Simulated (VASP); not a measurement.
Energy against volume of BaTiO3 (cubic perovskite). Computed with vdW-DF-cx, VASP's PBE PAW potentials (set 64) (plane waves; VASP).

```tsv
V (Å³/atom)	E (eV/atom)
11.975	-6.20714
12.358	-6.22930
12.740	-6.23646
13.122	-6.23091
13.504	-6.21461
```

Question: Fit a third-order Birch-Murnaghan equation of state.

Answer: 
```json
{
  "volume_per_atom": "12.75 Å³/atom",
  "bulk_modulus": "176 GPa",
  "pressure_derivative_of_the_bulk_modulus": "4.55",
  "lattice_constant_a": "7.550 bohr"
}
```

Measured: bulk modulus 162 GPa (computed value off by +8.8 %), as given by Yu-ichiro Matsushita et al., Physical Review B (2011), arXiv:1104.2769; a 4.001 Å (computed value off by -0.1 %), as given by Yubo Zhang et al., Physical Review B (2017), arXiv:1702.04817. The calculation is for a static lattice, while the measured bulk modulus, a hold thermal and zero-point effects, which are part of the difference.

The compound is BaTiO3 in the cubic perovskite structure, the ideal cubic form; the compound distorts at low or room temperature. It was relaxed first.
